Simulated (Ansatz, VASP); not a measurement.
# Hf2SNO (Hf2NOS MXene bilayer, like faces together) in two plane-wave programs, part 2 of 2

One calculation is typed for both programs; each brings its own data sets. How far apart do they land? The structure shown is the start of the Ansatz relaxation below; VASP solves that cell, so the two are compared at the walk's first step.

VASP 6.6.1 and Ansatz 0.2.0.

So far: The starting structure; Ansatz: relaxation, PBE with D4.

## Step 3: VASP: single point, PBE with D4, start cell

Level of this step: PBE with D4, zero-moment start; plane waves and PAW (S, Hf_pv, N, O) (VASP).

The same cell, functional, mesh and smearing now go to VASP, with its own data sets.

Lines of VASP's logs that name or quote its potential files are left out, and so is its time.

File INCAR:

```
SYSTEM = Hf2SNO
PREC = Accurate
ENCUT = 520
EDIFF = 1E-06
NELM = 200
ISMEAR = -1
SIGMA = 0.05
LREAL = .FALSE.
ALGO = Normal
GGA = PE
IVDW = 13
NBANDS = 52
ISPIN = 2
MAGMOM = -0 -0 -0 -0 -0 -0 0 0 -0 -0
LASPH = .TRUE.
LMAXMIX = 4
LORBIT = 11
LWAVE = .FALSE.
LCHARG = .FALSE.
ISIF = 2
LDIPOL = .TRUE.
IDIPOL = 3
DIPOL = 0.5 0.5 0.5
LVHAR = .TRUE.
GGA_COMPAT = .FALSE.
NELMDL = -8
KPAR = 2
```

File POSCAR:

```
Hf2SNO
1.0
    3.2175000000      0.0000000000      0.0000000000
   -1.6087500000      2.7864370000      0.0000000000
    0.0000000000      0.0000000000     59.3730520000
S Hf N O
2 4 2 2
Direct
    0.3333332137      0.6666664274      0.3806440673
    0.6666666069      0.3333332137      0.6193559327
    0.6666666069      0.3333332137      0.4118818921
    0.3333332137      0.6666664274      0.4546467478
    0.0000000000      0.0000000000      0.5881181079
    0.6666666069      0.3333332137      0.5453532690
    0.0000000000      0.0000000000      0.4332643200
    0.3333332137      0.6666664274      0.5667356800
    0.6666666069      0.3333332137      0.4755781461
    0.0000000000      0.0000000000      0.5244218539
```

File KPOINTS:

```
Automatic mesh
0
Gamma
12 12 1
0 0 0
```

The projector-augmented-wave data sets are S, Hf_pv, N and O (PBE family, release 64).

On the command line:

```
$ mpirun -np 2 vasp_std
```

Numbers of over 12 decimals in the logs are rounded to 6 here.

Output:

```text
[banner, memory and clock lines left out]
running    2 mpi-ranks, on    1 nodes
 distrk:  each k-point on    1 cores,    2 groups
 distr:  one band on    1 cores,    1 groups

 POSCAR found type information on POSCAR S HfN O
 POSCAR found :  4 types and      10 ions
 LDA part: xc-table for (Slater+PW92), standard interpolation
|                                                                             |
|           W    W    AA    RRRRR   N    N  II  N    N   GGGG   !!!           |
|           W    W   A  A   R    R  NN   N  II  NN   N  G    G  !!!           |
|           W    W  A    A  R    R  N N  N  II  N N  N  G       !!!           |
|           W WW W  AAAAAA  RRRRR   N  N N  II  N  N N  G  GGG   !            |
|           WW  WW  A    A  R   R   N   NN  II  N   NN  G    G                |
|           W    W  A    A  R    R  N    N  II  N    N   GGGG   !!!           |
|                                                                             |
|     One of the lattice vectors is very long (>50 A), but AMIN is rather     |
|     large. This can spoil convergence since charge sloshing might occur     |
|     along the long lattice vector. If problems with convergence are         |
|     observed, try to decrease AMIN to a smaller value (e.g. 0.01).          |
|     Note: This warning only applies if the self-consistency cycle is        |
|     used.                                                                   |
|                                                                             |

 POSCAR, INCAR and KPOINTS ok, starting setup
 FFT: planning ... GRIDC
 FFT: planning ... GRID_SOFT
 FFT: planning ... GRID
 WAVECAR not read
 entering main loop
       N       E                     dE             d eps       ncg     rms          rms(c)
DAV:   1     0.525240676886E+03    0.52524E+03   -0.35432E+04  4880   0.114E+03
DAV:   2    -0.354588232377E+02   -0.56070E+03   -0.54606E+03  5292   0.283E+02
DAV:   3    -0.103048001277E+03   -0.67589E+02   -0.66508E+02  4736   0.879E+01
DAV:   4    -0.105511333211E+03   -0.24633E+01   -0.24466E+01  5220   0.183E+01
DAV:   5    -0.105583111099E+03   -0.71778E-01   -0.71673E-01  5136   0.289E+00
DAV:   6    -0.105586127301E+03   -0.30162E-02   -0.30149E-02  5252   0.630E-01
DAV:   7    -0.105586265273E+03   -0.13797E-03   -0.13795E-03  5192   0.124E-01
DAV:   8    -0.105586272151E+03   -0.68780E-05   -0.68773E-05  5176   0.288E-02    0.969E+01
DAV:   9    -0.941216573509E+02    0.11465E+02   -0.59225E+01  4580   0.273E+01    0.779E+01
DAV:  10    -0.956376775303E+02   -0.15160E+01   -0.21286E+01  4676   0.186E+01    0.159E+01
DAV:  11    -0.935316306375E+02    0.21060E+01   -0.13728E+01  4760   0.151E+01    0.489E+00
DAV:  12    -0.102982681464E+03   -0.94511E+01   -0.86749E+01  5444   0.113E+01    0.140E+01
DAV:  13    -0.937692800804E+02    0.92134E+01   -0.52965E+01  5288   0.750E+00    0.529E+00
DAV:  14    -0.933360750653E+02    0.43321E+00   -0.15209E+00  5124   0.456E+00    0.358E+00
[...]
DAV:  37    -0.933356442626E+02   -0.60522E-05   -0.12400E-06  3324   0.481E-03    0.367E-03
DAV:  38    -0.933356489221E+02   -0.46596E-05   -0.44612E-07  3088   0.248E-03    0.276E-03
DAV:  39    -0.933356507369E+02   -0.18148E-05   -0.53882E-07  2496   0.279E-03    0.141E-03
DAV:  40    -0.933356533997E+02   -0.26628E-05   -0.20328E-07  2884   0.160E-03    0.771E-04
DAV:  41    -0.933356554945E+02   -0.20948E-05   -0.50852E-08  2344   0.776E-04    0.936E-04
DAV:  42    -0.933356565608E+02   -0.10663E-05   -0.35944E-08  2520   0.768E-04    0.381E-04
DAV:  43    -0.933356576244E+02   -0.10635E-05   -0.35022E-08  2240   0.631E-04    0.775E-04
DAV:  44    -0.933356584274E+02   -0.80301E-06   -0.11733E-08  2448   0.351E-04
   1 F= -.95518457E+02 E0= -.95501676E+02  d E =-.335627E-01  mag=    -0.0000
```

Parts of OUTCAR (step 3):

```text
ion  position               nearest neighbor table
   1  0.333  0.667  0.381-   3 2.62   3 2.62   3 2.63
   2  0.667  0.333  0.619-   5 2.62   5 2.62   5 2.63
   3  0.667  0.333  0.412-   7 2.25   7 2.25   7 2.25   1 2.62   1 2.62   1 2.63   4 3.15   4 3.15
                             4 3.15
   4  0.333  0.667  0.455-   9 2.23   9 2.23   9 2.24   7 2.25   7 2.25   7 2.25   3 3.15   3 3.15
                             3 3.15
   5  0.000  0.000  0.588-   8 2.25   8 2.25   8 2.25   2 2.62   2 2.62   2 2.63   6 3.15   6 3.15
                             6 3.15
   6  0.667  0.333  0.545-  10 2.24  10 2.24  10 2.24   8 2.25   8 2.25   8 2.25   5 3.15   5 3.15
                             5 3.15
   7  0.000  0.000  0.433-   4 2.25   3 2.25   3 2.25   4 2.25   4 2.25   3 2.25
   8  0.333  0.667  0.567-   6 2.25   6 2.25   5 2.25   6 2.25   5 2.25   5 2.25
   9  0.667  0.333  0.476-   4 2.23   4 2.23   4 2.24
  10  0.000  0.000  0.524-   6 2.24   6 2.24   6 2.24

  LATTYP: Found a hexagonal cell.
 ALAT       =     3.2175000000
 C/A-ratio  =    18.4531630148

 Subroutine GETGRP returns: Found  6 space group operations
 (whereof  6 operations were pure point group operations)

The static configuration has the point symmetry C_3v.

 Found     19 irreducible k-points:

   k-points           NKPTS =     19   k-points in BZ     NKDIM =     19   number of bands    NBANDS=     52

   dimension x,y,z NGX =    24 NGY =   24 NGZ =  448
   dimension x,y,z NGXF=    48 NGYF=   48 NGZF=  896

   ENCUT  =  520.0 eV  38.22 Ry    6.18 a.u.   5.98  5.98110.39*2*pi/ulx,y,z

   NELECT =      74.0000    total number of electrons

 k-points in reciprocal lattice and weights: Automatic mesh
   0.00000000  0.00000000  0.00000000       0.007
   0.08333333 -0.00000000  0.00000000       0.042
   0.16666667 -0.00000000  0.00000000       0.042
   0.25000000  0.00000000  0.00000000       0.042
   0.33333333 -0.00000000  0.00000000       0.042
   0.41666667 -0.00000000  0.00000000       0.042
   0.50000000  0.00000000  0.00000000       0.021
   0.08333333  0.08333333  0.00000000       0.042
   0.16666667  0.08333333  0.00000000       0.083
[...]
0.33333333  0.25000000  0.00000000       0.083
   0.33333333  0.33333333  0.00000000       0.014

 dipolmoment           0.000000      0.000000     -0.000010 electrons x Angstroem

 average (electrostatic) potential at core
       1 -93.6842       2 -93.6844       3 -45.2160       4 -45.8403       5 -45.2162
       6 -45.8398       7 -72.6058       8 -72.6056       9 -77.9125      10 -77.9095

 E-fermi :  -2.7906

 spin component 1
 k-point     1 :       0.0000    0.0000    0.0000
  band No.  band energies     occupation
    ...
     28      -5.6090      1.00000
     29      -5.5852      1.00000
     30      -5.5852      1.00000
     31      -5.4183      1.00000
     32      -5.1304      1.00000
     33      -2.5835      0.01565
     34      -2.5835      0.01565
     35      -2.5814      0.01501
     36      -2.5814      0.01501
     37      -2.0461      0.00000
    ...

 k-point     2 :       0.0833   -0.0000    0.0000
  band No.  band energies     occupation
    ...
     30      -5.6191      1.00000
     31      -5.1872      1.00000
     32      -5.0766      1.00000
     33      -3.1971      0.99971
     34      -3.1899      0.99966
     35      -2.7565      0.33557
     36      -2.7550      0.32905
     37      -2.1522      0.00000
     38      -2.1452      0.00000
     39      -1.6161      0.00000
    ...

 k-point     3 :       0.1667   -0.0000    0.0000
  band No.  band energies     occupation
    ...
     32      -5.3258      1.00000
     33      -4.1158      1.00000
     34      -4.0932      1.00000
     35      -3.0081      0.98725
     36      -3.0077      0.98715
     37      -2.7662      0.38015
     38      -2.7555      0.33150
     39      -1.2985      0.00000
     40      -1.2660      0.00000
     41      -0.9977      0.00000
    ...

 k-point     4 :       0.2500    0.0000    0.0000
  band No.  band energies     occupation
    ...
     34      -4.8890      1.00000
     35      -3.3920      0.99999
     36      -3.3538      0.99999
     37      -3.2214      0.99982
     38      -3.2209      0.99982
     39      -0.8898      0.00000
     40      -0.8760      0.00000
     41      -0.3339      0.00000
     42      -0.3306      0.00000
     43      -0.2472      0.00000
    ...

 k-point     5 :       0.3333   -0.0000    0.0000
  band No.  band energies     occupation
    ...
     34      -5.1575      1.00000
     35      -3.8307      1.00000
     36      -3.7828      1.00000
     37      -3.3929      0.99999
     38      -3.3923      0.99999
     39      -0.5591      0.00000
     40      -0.5416      0.00000
     41      -0.0878      0.00000
     42      -0.0782      0.00000
     43       0.5006      0.00000
    ...

 k-point     6 :       0.4167   -0.0000    0.0000
  band No.  band energies     occupation
    ...
     34      -5.1403      1.00000
     35      -4.0578      1.00000
     36      -4.0139      1.00000
     37      -3.5036      1.00000
     38      -3.5030      1.00000
     39      -0.6352      0.00000
     40      -0.6208      0.00000
     41       0.6444      0.00000
     42       0.6563      0.00000
     43       1.2794      0.00000
    ...

  DFT-D4 for vdW energy calculation

  Edisp (eV):   -2.18280

  Total      -0.59738    -0.59738   -15.94038    -0.00000     0.00000    -0.00000
  in kB      -1.79805    -1.79805   -47.97911    -0.00000     0.00000    -0.00000
  external pressure =      -17.19 kB  Pullay stress =        0.00 kB

  energy-cutoff  :      520.00
  volume of cell :      532.30
      direct lattice vectors                 reciprocal lattice vectors
     3.217500000  0.000000000  0.000000000     0.310800311  0.179440626  0.000000000
    -1.608750000  2.786437000  0.000000000     0.000000000  0.358881252  0.000000000
     0.000000000  0.000000000 59.373052000     0.000000000  0.000000000  0.016842658

 POSITION                                       TOTAL-FORCE (eV/Angst)
 -----------------------------------------------------------------------------------
      0.00000      1.85762     22.60000         0.000000     -0.000000      2.407961
      1.60875      0.92881     36.77305         0.000000     -0.000000     -2.409324
      1.60875      0.92881     24.45468        -0.000000      0.000000     -2.898633
      0.00000      1.85762     26.99376         0.000000     -0.000000      4.076614
      0.00000      0.00000     34.91837        -0.000000      0.000000      2.897405
      1.60875      0.92881     32.37929        -0.000000     -0.000000     -4.086603
      0.00000      0.00000     25.72423        -0.000000     -0.000000      0.051558
      0.00000      1.85762     33.64883         0.000000     -0.000000     -0.049972
      1.60875      0.92881     28.23653        -0.000000     -0.000000     -3.569612
      0.00000      0.00000     31.13653         0.000000      0.000000      3.580607
 -----------------------------------------------------------------------------------
    total drift:                               -0.000000      0.001602      0.000038

  FREE ENERGIE OF THE ION-ELECTRON SYSTEM (eV)
  ---------------------------------------------------
  free  energy   TOTEN  =       -95.5184569387 eV

  energy  without entropy=      -95.4848942522  energy(sigma->0) =      -95.50167560

 vacuum level on the upper side and lower side of the slab         3.027         3.027

 total charge
# of ion       s       p       d       tot
------------------------------------------
    1        1.368   2.309   0.000   3.677
    2        1.368   2.309   0.000   3.677
    3        0.301   6.549   1.690   8.541
    4        0.294   6.555   1.553   8.402
    5        0.301   6.549   1.690   8.541
    6        0.294   6.555   1.553   8.402
    7        1.242   2.509   0.000   3.752
    8        1.242   2.509   0.000   3.752
    9        1.573   3.360   0.000   4.934
   10        1.573   3.360   0.000   4.933
--------------------------------------------------
tot          9.557  42.566   6.487  58.609

 magnetization (x)
# of ion       s       p       d       tot
------------------------------------------
    1        0.000  -0.000   0.000  -0.000
    2        0.000  -0.000   0.000  -0.000
    3       -0.000  -0.000  -0.000  -0.000
    4       -0.000  -0.000  -0.000  -0.000
    5       -0.000  -0.000  -0.000  -0.000
    6       -0.000  -0.000  -0.000  -0.000
    7        0.000   0.000   0.000   0.000
    8        0.000   0.000   0.000   0.000
    9        0.000   0.000   0.000   0.000
   10        0.000   0.000   0.000   0.000
--------------------------------------------------
tot          0.000   0.000  -0.000  -0.000

[... 2 further parts left out ...]
```

## Step 4: Differences

Known differences besides the potentials themselves: Ansatz cuts the interaction across the vacuum, VASP repeats the sheet with a dipole correction; the data sets hold 138 valence electrons in Ansatz (on its default PAW (the set named soft_2) files) and 74 in VASP; the cutoff is 420 eV in Ansatz and 520 eV in VASP. Total energies have different zeros and are not compared.

Forces (eV/Å; atoms numbered as in POSCAR):

| atom | Ansatz x, y, z | VASP x, y, z |
| --- | --- | --- |
| S1 | 0.000, 0.000, 2.339 | 0.000, 0.000, 2.408 |
| S2 | 0.000, 0.000, -2.340 | 0.000, 0.000, -2.409 |
| Hf3 | 0.000, 0.000, -2.965 | 0.000, 0.000, -2.899 |
| Hf4 | 0.000, 0.000, 4.052 | 0.000, 0.000, 4.077 |
| Hf5 | 0.000, 0.000, 2.967 | 0.000, 0.000, 2.897 |
| Hf6 | 0.000, 0.000, -4.069 | 0.000, 0.000, -4.087 |
| N7 | 0.000, 0.000, 0.028 | 0.000, 0.000, 0.052 |
| N8 | 0.000, 0.000, -0.026 | 0.000, 0.000, -0.050 |
| O9 | 0.000, 0.000, -3.387 | 0.000, 0.000, -3.570 |
| O10 | 0.000, 0.000, 3.401 | 0.000, 0.000, 3.581 |

The forces differ by 54 meV/Å r.m.s., which is 3.1 % of the r.m.s. force of 1.706 eV/Å (both taken over all components). Moments aren't recorded for both runs of this pair, so they may hold unlike magnetic states. With vacuum in the cell, a pressure given here is an average over mostly empty space and none of the material.

## Step 5: Summary of results

```
r.m.s. force difference (single point, PBE with D4, start cell) : 3.1 % of the r.m.s. force
```

The r.m.s. force difference is 3.1 % of the r.m.s. force (single point, PBE with D4, start cell), at about the 3 % picked in this series as the mark of a large difference. The data sets hold unlike numbers of valence electrons (138 in Ansatz and 74 in VASP), so part of the differences comes from the potentials. What causes the difference of the single point, PBE with D4, start cell pair stays open here. How closely two codes agree says nothing of how well the functional describes the real material.

[Lines on the potential files, build, host, timing and source positions are cut from VASP's logs without a mark.]

[Logs are printed without paths, hosts, clocks, repeated set-up lines and the standing remarks that a program may print on its own settings, such as how far it seeks lower states.]

[Hosts, paths, dates, database ids (printed as entryN), source tags and the programs' standing remarks are cut or masked in the printed files.]
